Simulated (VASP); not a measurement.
The system is GdO.

```
Gd O
1.0
     0.00000    2.70000    2.70000
     2.70000    0.00000    2.70000
     2.70000    2.70000    0.00000
Gd O
1 1
Direct
  0.00000 0.00000 0.00000
  0.75000 0.75000 0.75000
```

```yaml
Program: VASP 6.6.1
Task: relaxation of cell and atoms
Functional: LDA
Potentials_or_basis: VASP PAW PBE potentials, release 64 (Gd, O)
Cutoff: 600 eV
k_mesh: 8 × 8 × 8
Occupations: fermi-dirac, width 0.05 eV
Spin: collinear spin, ferromagnetic start
Starting_moments: "[7.0, 0.0] μB"
```

At the start: pressure -7.2 GPa; volume 19.68 Å³/atom.

**Question.** How do energy, volume and symmetry change on relaxing?

**Answer.** Over 3 steps the energy falls by 35.8 meV/atom and the volume is 18.19 Å³/atom (-7.6 %); space group F-43m (No. 216, to 0.05 Å); moment 7.01 μB per cell.

The path:
```csv
step,energy change (eV),largest force (eV/Å),pressure (GPa),volume (Å³)
1,0.0000,0.0000,-7.24,39.37
2,-0.0380,0.0000,6.20,34.51
3,-0.0716,0.0000,-0.02,36.38
```

Final structure:
```cif
data_structure
_symmetry_space_group_name_H-M 'P 1'
_symmetry_Int_Tables_number 1
_cell_length_a 3.7193
_cell_length_b 3.7193
_cell_length_c 3.7193
_cell_angle_alpha 60.000
_cell_angle_beta 60.000
_cell_angle_gamma 60.000
_cell_volume 36.38
loop_
_atom_site_label
_atom_site_type_symbol
_atom_site_fract_x
_atom_site_fract_y
_atom_site_fract_z
_atom_site_occupancy
Gd1 Gd 0.00000 0.00000 0.00000 1
O1 O 0.75000 0.75000 0.75000 1
```

Caveat: the PAW data sets were made with another functional, which shifts forces and pressure a little; a cell with one magnetic atom can't hold antiferromagnetic order, which such compounds often take; without U or exact exchange the open f shell lies at the Fermi level, which spoils levels, moments and volumes.
